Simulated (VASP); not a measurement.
```
PbF2
1.0
    0.00000     2.91155     2.91155
    2.91155     0.00000     2.91155
    2.91155     2.91155     0.00000
Pb F
1 2
Direct
  0.00000   0.00000   0.00000
  0.25000   0.25000   0.25000
  0.75000   0.75000   0.75000
```

Method: optB88-vdW, VASP's PBE PAW potentials (set 64) (plane waves; VASP). Run with 520 eV cut-off, 7×7×7 Γ-centred mesh, Gaussian smearing of 0.050 eV, potentials Pb_d F.

**Question.** Give the stress tensor in GPa (positive for a compressed cell).

**Answer.** 
```
5.42  0.00  0.00
0.00  5.42  0.00
0.00  0.00  5.42
```
The pressure is its mean diagonal, 5.42 GPa.

The compound is PbF2 in the fluorite structure, the β form. This cell is one point of a volume scan, at 0.94 of the reference volume.
